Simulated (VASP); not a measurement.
Wanted: the native input for a VASP 6.6.1 run.

| Item | Value |
| --- | --- |
| Task | relaxation of cell and atoms |
| Functional | PBE |
| Potentials or basis | VASP PAW PBE potentials, release 64 (Ta_pv, Ni, O) |
| Cutoff | 520 eV |
| k mesh | 6 × 6 × 4 |
| Occupations | gaussian, width 0.1 eV |
| Spin | collinear spin, ferromagnetic start |
| Starting moments | [0.0, 0.0, 0.0, 0.0, 1.0, 0.0, 0.0, 0.0, 0.0, 0.0, 0.0, 0.0, 0.0, 0.0, 0.0, 0.0] μB |
| Further INCAR settings | ALGO = Normal; EDIFF = 1e-06; IBRION = 2; EDIFFG = -0.01; NSW = 90; ISIF = 3 |

The structure of Ta4NiO11 lies in POSCAR:

```
Ta4NiO11
1.0
    3.8340000000      0.0000000000      0.0000000000
    0.0000000000      3.9340000000      0.0000000000
    0.0000000000      0.0000000000     13.3890000000
Ta Ni O
4 1 11
Direct
    0.0000000000      0.5000000000      0.8455448500
    0.0000000000      0.5000000000      0.1544551500
    0.0000000000      0.0000000000      0.6435880200
    0.0000000000      0.0000000000      0.3564119800
    0.0000000000      0.0000000000      0.0000000000
    0.0000000000      0.5000000000      0.0000000000
    0.5000000000      0.0000000000      0.0000000000
    0.0000000000      0.0000000000      0.8062588700
    0.5000000000      0.5000000000      0.8355366300
    0.0000000000      0.0000000000      0.1937411300
    0.5000000000      0.5000000000      0.1644633700
    0.0000000000      0.5000000000      0.6808574200
    0.0000000000      0.5000000000      0.3191425800
    0.0000000000      0.0000000000      0.5000000000
    0.5000000000      0.0000000000      0.6500112000
    0.5000000000      0.0000000000      0.3499888000
```

The cell was built by a generator and needn't be a form met in nature.

One way to write it, as run:

INCAR

```
SYSTEM = Ta4NiO11
PREC     = Accurate       ! precision mode
ENCUT    = 520            ! plane-wave cutoff, eV
EDIFF    = 1E-6           ! SCF threshold, eV
ISMEAR   = 0              ! smearing method
SIGMA    = 0.1            ! smearing width, eV
LREAL    = .FALSE.        ! projectors in reciprocal space
LASPH    = .TRUE.         ! aspherical terms in the spheres
NELM     = 120            ! most SCF steps
ALGO     = Normal         ! electronic algorithm
ISIF     = 3              ! what is computed and relaxed
LWAVE    = .FALSE.        ! write WAVECAR
LCHARG   = .FALSE.        ! write CHGCAR
ISPIN    = 2              ! spin polarisation
MAGMOM   = 0 0 0 0 1 0 0 0 0 0 0 0 0 0 0 0 ! initial moments
LORBIT   = 11             ! projections on sites
LMAXMIX  = 4              ! l up to which the mixer works
GGA      = PE             ! functional
IBRION   = 2              ! ionic algorithm
NSW      = 90             ! ionic steps
EDIFFG   = -0.01          ! ionic threshold
KPAR     = 8
```

KPOINTS

```
regular mesh
0
G
  6 6 4
  0 0 0
```

Potentials or basis: VASP PAW PBE potentials, release 64 (Ta_pv, Ni, O).

Launch:

```bash
$ cat potpaw_PBE.64/Ta_pv/POTCAR potpaw_PBE.64/Ni/POTCAR potpaw_PBE.64/O/POTCAR > POTCAR
$ mpirun -np 8 vasp_std > vasp.out
```

It gave:

- Relaxed volume: 12.65 Å³/atom
- Relaxed cell: a = 3.845 Å, b = 3.919 Å, c = 13.437 Å, α = 90.00°, β = 90.00°, γ = 90.00°
- Space group after relaxing (to 0.05 Å): Pmmm (No. 47)
- Energy gained by relaxing: 1.3 meV/atom
- Ionic steps: 12
- Pressure after relaxing: 0.0 GPa
- Largest force after relaxing: 0.009 eV/Å
- Band gap on the k mesh: none (metal or under the smearing width)
- Net moment: 0.02 μB per cell
- Site moments: Ta +0.00; Ni -0.03; O +0.00, +0.03 μB
- Valence electrons inside the program's atomic spheres: Ta 8.70, 8.77; Ni 9.23; O 5.04, 4.86, 5.09, 5.10

Caveat: semilocal functionals often make such compounds metallic where correlation or magnetic order opens a gap, which also shifts bond lengths.

It took 31 min on 8 MPI ranks on Intel(R) Xeon(R) 6975P-C (Granite Rapids), on a shared host, peak memory 1.1 GiB a rank.
